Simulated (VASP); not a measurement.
Here is the system:

```yaml
crystal:
  lattice:
    - [0.00000, 2.38880, 2.38880]
    - [2.38880, 0.00000, 2.38880]
    - [2.38880, 2.38880, 0.00000]
  atoms:
    - { symbol: B, position: [0.00000, 0.00000, 0.00000] }
    - { symbol: As, position: [0.25000, 0.25000, 0.25000] }
```

These are PBEsol GGA, VASP's PBE PAW potentials (set 64) (plane waves; VASP) values and carry that method's errors. Numerical set-up: 520 eV cut-off, 13×13×13 Γ-centred mesh, Gaussian smearing of 0.010 eV, potentials B As.

Task: Give the electronic dielectric tensor ε∞ (DFPT, local fields included).

Result: 
```
9.89  0.00  0.00
0.00  9.89  0.00
0.00  0.00  9.89
```

Task: Give the Born effective charges.

Result: 
```json
[
 {"atom": "B1", "Z*xx": "-0.51", "Z*yy": "-0.51", "Z*zz": "-0.51", "mean": "-0.51"},
 {"atom": "As2", "Z*xx": "0.51", "Z*yy": "0.51", "Z*zz": "0.51", "mean": "0.51"}
]
```

The compound is BAs in the zinc blende structure. It was relaxed first.
